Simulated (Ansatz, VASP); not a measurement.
## One calculation of CdGe2, two programs

```
Cd Ge
1.0
     0.00000    3.91181    3.91181
     3.91181    0.00000    3.91181
     3.91181    3.91181    0.00000
Cd Ge
2 4
Cartesian
  0.0000 0.0000 0.0000
  1.9559 1.9559 1.9559
  4.8898 4.8898 4.8898
  4.8898 2.9339 2.9339
  2.9339 2.9339 4.8898
  2.9339 4.8898 2.9339
```

Alike in both runs: task relaxation of cell and atoms; functional PBE; k mesh 4 × 4 × 4; occupations gaussian, width 0.1 eV; no spin polarisation.

```csv
,VASP,Ansatz
version,VASP 6.6.1,Ansatz 0.2.0
potentials or method,"VASP PAW PBE potentials, release 64 (Cd, Ge_d)","scalar-relativistic, plane waves, PAW"
plane-wave cutoff (eV),600,420
valence electrons in the cell,80,96
```

Ansatz gave:

| Property | Result |
| --- | --- |
| gap on the k mesh at the Fermi level, each at its own relaxed structure (eV) | none |
| relaxed volume (Å³/atom) | 22.28 |
| relaxed cell length with the largest relative difference (Å) | 5.739 |
| energy change over the relaxation (meV/atom) | -44 |

Q: Estimate VASP's values.

A: gap on the k mesh at the Fermi level, each at its own relaxed structure (eV): none; relaxed volume (Å³/atom): 22.23; relaxed cell length with the largest relative difference (Å): 5.735; energy change over the relaxation (meV/atom): -46.

A gap of «none» marks a metal or a gap that the smearing closes. The two sets of potentials don't hold the same shells in valence.
